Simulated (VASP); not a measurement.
# Zn4Te3O (P-4m2) in VASP: relaxation of cell and atoms with PBE

Aim: the relaxation of cell and atoms of Zn4Te3O with PBE.

All numbers are computed with VASP 6.6.1; they aren't measurements. Logs are shortened: lines on timing, memory, paths and dates and some standing lists are left out, and cuts for length are marked.

## (1) The crystal as given

It takes space group P-4m2 (No. 115, tetragonal). The conventional cell has a = 4.172 Å, b = 4.172 Å, c = 11.114 Å, α = 90.00°, β = 90.00°, γ = 90.00°. Zn (site symmetry 2mm) is surrounded by 2 O at 2.21 Å. Zn (site symmetry 2mm) is surrounded by 4 Te at 2.63 Å. Te (site symmetry 2mm) has 4 Zn at 2.63 to 2.64 Å as nearest neighbours. Te (site symmetry -4m2) has 4 Zn at 2.63 Å as nearest neighbours. O (site symmetry -4m2) is surrounded by 4 Zn at 2.21 Å.

The cell was built by a generator and needn't be a form met in nature.

## (2) Relaxation of cell and atoms, PBE

File INCAR:

```
PREC     = Accurate       # precision mode
ENCUT    = 520            # plane-wave cutoff, eV
EDIFF    = 1E-6           # SCF threshold, eV
ISMEAR   = 0              # smearing method
SIGMA    = 0.1            # smearing width, eV
LREAL    = F              # projectors in reciprocal space
LASPH    = T              # aspherical terms in the spheres
NELM     = 120            # most SCF steps
ALGO     = Normal         # electronic algorithm
ISIF     = 3              # what is computed and relaxed
LWAVE    = F              # write WAVECAR
LCHARG   = F              # write CHGCAR
GGA      = PE             # functional
IBRION   = 2              # ionic algorithm
NSW      = 90             # ionic steps
EDIFFG   = -0.01          # ionic threshold
KPAR     = 4
```

File KPOINTS:

```
Automatic mesh
0
Gamma
  8 8 4
```

File POSCAR:

```
Zn4Te3O
1.0
    4.1720000000      0.0000000000      0.0000000000
    0.0000000000      4.1720000000      0.0000000000
    0.0000000000      0.0000000000     11.1140000000
Zn Te O
4 3 1
Direct
    0.0000000000      0.5000000000      0.0653230200
    0.5000000000      0.0000000000      0.9346769800
    0.5000000000      0.0000000000      0.3552276400
    0.0000000000      0.5000000000      0.6447723600
    0.5000000000      0.5000000000      0.2115350000
    0.5000000000      0.5000000000      0.7884650000
    0.0000000000      0.0000000000      0.5000000000
    0.0000000000      0.0000000000      0.0000000000
```

Potentials or basis: VASP PAW PBE potentials, release 64 (Zn, Te, O).

Command:

```
cat potpaw_PBE.64/Zn/POTCAR potpaw_PBE.64/Te/POTCAR potpaw_PBE.64/O/POTCAR > POTCAR
mpirun -np 4 vasp_std > vasp.out
```

OUTCAR:

```text
PREC = Accurate
   ENCUT = 520
   EDIFF = 1E-6
   ISMEAR = 0
   LREAL = F
   LASPH = T
   NELM = 120
   ISIF = 3
   GGA = PE
   IBRION = 2
   NSW = 90
   EDIFFG = -0.01

 ion  position               nearest neighbor table
   1  0.000  0.500  0.065-   8 2.21   8 2.21   5 2.64   5 2.64
   2  0.500  0.000  0.935-   8 2.21   8 2.21   6 2.64   6 2.64
   3  0.500  0.000  0.355-   5 2.63   5 2.63   7 2.63   7 2.63
   4  0.000  0.500  0.645-   6 2.63   6 2.63   7 2.63   7 2.63
   5  0.500  0.500  0.212-   3 2.63   3 2.63   1 2.64   1 2.64
   6  0.500  0.500  0.788-   4 2.63   4 2.63   2 2.64   2 2.64
   7  0.000  0.000  0.500-   3 2.63   4 2.63   4 2.63   3 2.63
   8  0.000  0.000  0.000-   1 2.21   2 2.21   1 2.21   2 2.21

  LATTYP: Found a simple tetragonal cell.
 ALAT       =     4.1720000000
 C/A-ratio  =     2.6639501438

  Lattice vectors:

 A1 = (   4.1720000000,   0.0000000000,   0.0000000000)
 A2 = (   0.0000000000,   4.1720000000,   0.0000000000)
 A3 = (   0.0000000000,   0.0000000000,  11.1140000000)

Analysis of symmetry for initial positions (statically):
=====================================================================
 Subroutine PRICEL returns:
 Original cell was already a primitive cell.

 Routine SETGRP: Setting up the symmetry group for a
 simple tetragonal supercell.

 Subroutine GETGRP returns: Found  8 space group operations
 (whereof  8 operations were pure point group operations)
 out of a pool of 16 trial point group operations.

The static configuration has the point symmetry D_2d.

Analysis of symmetry for dynamics (positions and initial velocities):
=====================================================================
 Subroutine PRICEL returns:
 Original cell was already a primitive cell.

 Routine SETGRP: Setting up the symmetry group for a
 simple tetragonal supercell.

 Subroutine GETGRP returns: Found  8 space group operations
 (whereof  8 operations were pure point group operations)
 out of a pool of 16 trial point group operations.

The dynamic configuration has the point symmetry D_2d.

 Subroutine INISYM returns: Found  8 space group operations
 (whereof  8 operations are pure point group operations),
 and found     1 'primitive' translations

----------------------------------------------------------------------------------------

                                     Primitive cell

  volume of cell :     193.4457

  direct lattice vectors                    reciprocal lattice vectors
     4.172000000  0.000000000  0.000000000     0.239693193  0.000000000  0.000000000
     0.000000000  4.172000000  0.000000000     0.000000000  0.239693193  0.000000000
     0.000000000  0.000000000 11.114000000     0.000000000  0.000000000  0.089976606

  length of vectors
     4.172000000  4.172000000 11.114000000     0.239693193  0.239693193  0.089976606

  position of ions in fractional coordinates (direct lattice)
     0.000000000  0.500000000  0.065323020
     0.500000000  0.000000000  0.934676980
     0.500000000  0.000000000  0.355227640
     0.000000000  0.500000000  0.644772360
     0.500000000  0.500000000  0.211535000
     0.500000000  0.500000000  0.788465000
     0.000000000  0.000000000  0.500000000
     0.000000000  0.000000000  0.000000000

  ion indices of the primitive-cell ions
   primitive index   ion index
                 1           1
                 2           2
                 3           3
                 4           4
                 5           5
                 6           6
                 7           7
                 8           8

----------------------------------------------------------------------------------------

 KPOINTS: Automatic mesh

Automatic generation of k-mesh.
 Grid dimensions read from file:
 generate k-points for:    8    8    4

 Generating k-lattice:

  Cartesian coordinates                     Fractional coordinates (reciprocal lattice)
     0.029961649  0.000000000  0.000000000     0.125000000  0.000000000  0.000000000
     0.000000000  0.029961649  0.000000000     0.000000000  0.125000000  0.000000000
     0.000000000  0.000000000  0.022494152     0.000000000  0.000000000  0.250000000

  Length of vectors
     0.029961649  0.029961649  0.022494152

  Shift w.r.t. Gamma in fractional coordinates (k-lattice)
     0.000000000  0.000000000  0.000000000

 Subroutine IBZKPT returns following result:
 ===========================================

 Found     45 irreducible k-points:

 Following reciprocal coordinates:
            Coordinates               Weight
  0.000000  0.000000  0.000000      1.000000
  0.125000  0.000000  0.000000      4.000000
  0.250000  0.000000  0.000000      4.000000
  0.375000  0.000000  0.000000      4.000000
  0.500000  0.000000  0.000000      2.000000
  0.125000  0.125000  0.000000      4.000000
[... 16 lines left out ...]
  0.375000  0.125000  0.250000     16.000000
  0.500000  0.125000  0.250000      8.000000
 [... further k-points ...]
   k-points           NKPTS =     45   k-points in BZ     NKDIM =     45   number of bands    NBANDS=     43
   number of dos      NEDOS =    301   number of ions     NIONS =      8
   total plane-waves  NPLWV =  86016
   dimension x,y,z NGX =    32 NGY =   32 NGZ =   84
   dimension x,y,z NGXF=    64 NGYF=   64 NGZF=  168
   ions per type =               4   3   1
   NGX,Y,Z   is equivalent  to a cutoff of  12.75, 12.75, 12.56 a.u.
   NGXF,Y,Z  is equivalent  to a cutoff of  25.50, 25.50, 25.13 a.u.
 SYSTEM =  unknown system
   PREC   = accura    normal or accurate (medium, high low for compatibility)
   ISTART =      0    job   : 0-new  1-cont  2-samecut
   ICHARG =      2    charge: 1-file 2-atom 10-const
   ISPIN  =      1    spin polarized calculation?
   LNONCOLLINEAR =      F non collinear calculations
   LSORBIT =      F    spin-orbit coupling
   LASPH  =      T    aspherical Exc in radial PAW
   ENCUT  =  520.0 eV  38.22 Ry    6.18 a.u.   7.76  7.76 20.66*2*pi/ulx,y,z
   NELM   =    120;   NELMIN=  2; NELMDL= -5     # of ELM steps
   EDIFF  = 0.1E-05   stopping-criterion for ELM
   LREAL  =      F    real-space projection
   EDIFFG = -.1E-01   stopping-criterion for IOM
   NSW    =     90    number of steps for IOM
   IBRION =      2    ionic relax: 0-MD 1-quasi-New 2-CG
   NFREE  =      1    steps in history (QN), initial steepest desc. (CG)
   ISIF   =      3    stress and relaxation
   ISYM   =      2    0-nonsym 1-usesym 2-fastsym
   POTIM  = 0.5000    time-step for ionic-motion
   TEBEG  =    0.0;   TEEND  =   0.0 temperature during run
   PSTRESS=    0.0 pullay stress
   NELECT =      72.0000    total number of electrons
   NUPDOWN=      -1.0000    fix difference up-down
   EMIN   =  10.00;   EMAX   =-10.00  energy-range for DOS
   EFERMI =   0.00;   METHOD = LEGACY
   ISMEAR =     0;   SIGMA  =   0.10  broadening in eV -4-tet -1-fermi 0-gaus
   EFERMI_NEDOS =   21; number of points for ismear=-14 and -15
   IALGO  =     38    algorithm
   IMIX   =      4    mixing-type and parameters
     AMIX     =   0.40;   BMIX     =  1.00
     AMIX_MAG =   1.60;   BMIX_MAG =  1.00
  volume/ion in A,a.u.               =      24.18       163.18
  Fermi-wavevector in a.u.,A,eV,Ry     =   1.177604  2.225349 18.867901  1.386752
  Thomas-Fermi vector in A             =   2.313948
   LORBIT       =      0    0 simple, 1 ext, 2 COOP (PROOUT), +10 PAW based schemes
   GGA     = PE    functional components
   LHFCALC =     F    Hartree Fock is set to
   AEXX    =    0.0000 exact exchange contribution
   IVDW    =     0    specifies the selected vdW correction
   LEPSILON=     F    determine dielectric tensor
   LRPA    =     F    only Hartree local field effects (RPA)
 conjugate gradient relaxation of ions
 non-spin polarized calculation
 Gauss-broadening in eV      SIGMA  =   0.10
  energy-cutoff  :      520.00
  volume of cell :      193.45
 maximum number of plane-waves:      5252
 NGX is ok and might be reduce to    32
   NGX = 15   NGY = 15   NGZ = 41

--------------------------------------- Ionic step        1  -------------------------------------------

 number of electron      71.9999949 magnetization

 Free energy of the ion-electron system (eV)
  ---------------------------------------------------
  ext. energy  EPLUGINS =         0.00000000
  ---------------------------------------------------
  free energy    TOTEN  =       -23.03984203 eV

  energy without entropy =      -23.03984152  energy(sigma->0) =      -23.03984178

------------------------ aborting loop because EDIFF is reached ----------------------------------------

  FORCE on cell =-STRESS in cart. coord.  units (eV):
  Direction    XX          YY          ZZ          XY          YZ          ZX
  --------------------------------------------------------------------------------------
  -------------------------------------------------------------------------------------
  Total       -0.5245094     -0.5245094      0.1470303      0.0000000      0.0000000      0.0000000
  in kB       -4.3441504     -4.3441504      1.2177508      0.0000000      0.0000000      0.0000000
  external PRESSURE =      -2.4901834 kB  Pullay stress =       0.0000000 kB
[... 279 lines left out ...]
  energy  without entropy=      -23.0440909241  energy(sigma->0) =      -23.04409215

--------------------------------------- Ionic step        8  -------------------------------------------

 number of electron      71.9999913 magnetization

 Free energy of the ion-electron system (eV)
  ---------------------------------------------------
  ext. energy  EPLUGINS =         0.00000000
  ---------------------------------------------------
  free energy    TOTEN  =       -23.04409178 eV

  energy without entropy =      -23.04408933  energy(sigma->0) =      -23.04409056

 E-fermi :   3.3264     XC(G=0):  -9.2933

 val. band max:        3.0617283164   @ k =   0.0000   0.0000   0.0000
 cond. band min:       3.5563663884   @ k =   0.0000   0.0000   0.0000
 fundamental gap:      0.4946380720
 Fermi energy:         3.3263811366

 k-point     1 :       0.0000    0.0000    0.0000
  band No.  band energies     occupation
      1     -13.9680      2.00000
      2      -8.6226      2.00000
      3      -8.1655      2.00000
      4      -7.8612      2.00000
      5      -3.8544      2.00000
      6      -3.8457      2.00000
[... 1093 lines left out ...]
     42       7.8809      0.00000
     43       8.2457      0.00000

 [... further k-points ...]

------------------------ aborting loop because EDIFF is reached ----------------------------------------

  FORCE on cell =-STRESS in cart. coord.  units (eV):
  Direction    XX          YY          ZZ          XY          YZ          ZX
  --------------------------------------------------------------------------------------
  -------------------------------------------------------------------------------------
  Total       -0.0409023     -0.0409023     -0.0498713      0.0000000      0.0000000      0.0000000
  in kB       -0.3400250     -0.3400250     -0.4145851      0.0000000      0.0000000      0.0000000
  external PRESSURE =      -0.3648783 kB  Pullay stress =       0.0000000 kB
[... 23 lines left out ...]
  FREE ENERGIE OF THE ION-ELECTRON SYSTEM (eV)
  ---------------------------------------------------
  free  energy   TOTEN  =       -23.0440917803 eV

  energy  without entropy=      -23.0440893307  energy(sigma->0) =      -23.04409056

 reached required accuracy - stopping structural energy minimisation
```

Wall time 5.4 min (4 MPI ranks of Intel Xeon Platinum 8488C (Sapphire Rapids), shared host); peak memory 0.5 GiB.

Results:

```yaml
Free_energy: -23.0441 eV
Relaxed_volume: 24.09 Å³/atom
Relaxed_cell: a = 4.149 Å, b = 4.149 Å, c = 11.195 Å, α = 90.00°, β = 90.00°, γ = 90.00°
Space_group_after_relaxing_to_0.05_Å: P-4m2 (No. 115)
Energy_gained_by_relaxing: 0.5 meV/atom
Ionic_steps: 8
Pressure_after_relaxing: 0.0 GPa
Largest_force_after_relaxing: 0.009 eV/Å
Band_gap_on_the_k_mesh: 0.49 eV, direct
```

Forces on the atoms (eV/Å):
```
Zn   0.000  0.000 -0.002
Zn   0.000  0.000  0.002
Zn   0.000  0.000 -0.009
Zn   0.000  0.000  0.009
Te   0.000  0.000 -0.009
Te   0.000  0.000  0.009
Te   0.000  0.000  0.000
O    0.000  0.000  0.000
```

Step by step:
| step | energy change (eV) | largest force (eV/Å) | pressure (GPa) | volume (Å³) |
| --- | --- | --- | --- | --- |
| 1 | 0.0000 | 0.0496 | -0.25 | 193.45 |
| 2 | -0.0024 | 0.0390 | 0.06 | 192.39 |
| 3 | -0.0026 | 0.0398 | 0.21 | 191.89 |
| 4 | -0.0039 | 0.0182 | 0.12 | 192.24 |
| 5 | -0.0042 | 0.0196 | 0.04 | 192.50 |
| 6 | -0.0042 | 0.0195 | 0.05 | 192.47 |
| 7 | -0.0043 | 0.0105 | -0.01 | 192.69 |
| 8 | -0.0042 | 0.0087 | -0.04 | 192.73 |

Final structure:
```
Zn Te O
1.0
     4.14913    0.00000    0.00000
     0.00000    4.14913    0.00000
     0.00000    0.00000   11.19521
Zn Te O
4 3 1
Direct
  0.00000 0.50000 0.06463
  0.50000 0.00000 0.93537
  0.50000 0.00000 0.35490
  0.00000 0.50000 0.64510
  0.50000 0.50000 0.21083
  0.50000 0.50000 0.78917
  0.00000 0.00000 0.50000
  0.00000 0.00000 0.00000
```

Caveat: spin-orbit coupling is left out, which moves the levels of the heavy elements.
